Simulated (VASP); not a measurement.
Here is the system:

```
CELL_PARAMETERS angstrom
     -1.87088     1.87088     4.79708
      1.87088    -1.87088     4.79708
      1.87088     1.87088    -4.79708
ATOMIC_POSITIONS crystal
  Ti 0.75000 0.25000 0.50000
  Ti 0.00000 0.00000 0.00000
  O  0.54419 0.04419 0.50000
  O  0.79419 0.79419 0.00000
  O  0.20581 0.20581 0.00000
  O  0.95581 0.45581 0.50000
```

All values below come from revPBE GGA, VASP's PBE PAW potentials (set 64) (plane waves; VASP 6.6.1). Settings: 520 eV cut-off, 8×8×8 Γ-centred mesh, Gaussian smearing of 0.050 eV, potentials Ti_sv O.

Question: The ions and cell shape at fixed volume are relaxed. Predict the relaxed structure.

Answer: 
```
CELL_PARAMETERS angstrom
     -1.89314     1.89314     4.68489
      1.89314    -1.89314     4.68489
      1.89314     1.89314    -4.68489
ATOMIC_POSITIONS crystal
  Ti 0.75000 0.25000 0.50000
  Ti 0.00000 0.00000 0.00000
  O  0.53870 0.03870 0.50000
  O  0.78870 0.78870 0.00000
  O  0.21130 0.21130 0.00000
  O  0.96130 0.46130 0.50000
```
Space group I4_1/amd (141), at a tolerance of 0.03 Å.

Question: How much energy does the relaxation gain?

Answer: The energy (σ→0) changes by -5.3 meV/atom, in 9 ionic steps.

The compound is TiO2 in the anatase structure, one of several forms; rutile is the usual stable one. This cell is one point of a volume scan, at 0.94 of the reference volume. Symmetry was kept, so distortions that lower it aren't found.
